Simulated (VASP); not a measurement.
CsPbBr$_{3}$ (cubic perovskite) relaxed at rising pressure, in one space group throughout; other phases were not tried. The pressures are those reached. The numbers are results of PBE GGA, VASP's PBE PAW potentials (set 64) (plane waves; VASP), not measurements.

```
P (GPa)  V (Å³/atom)  k-mesh
-------  -----------  ------
0.04          43.312   4×4×4
5.01          36.363   4×4×4
9.97          32.877   4×4×4
20.00         28.619   6×6×6
29.91         26.168   6×6×6
```

A change of mesh leaves a small step in the series.

### Question
Fit an equation of state and predict the volume at 45.00 GPa.

### Answer
Least squares on the third-order Birch-Murnaghan form, P = (3B0/2)(y⁷ − y⁵)[1 + (3/4)(B′ − 4)(y² − 1)] with y = (V0/V)^(1/3), gives V0 = 43.442 Å³/atom, B0 = 19 GPa and B′ = 4.4, and so 23.652 Å³/atom. The run gave 23.663 Å³/atom, +0.0 % from the fit.

Pressures at which the relaxation failed are left out.

The compound is CsPbBr3 in the cubic perovskite structure, the ideal cubic form; the compound distorts at low or room temperature.
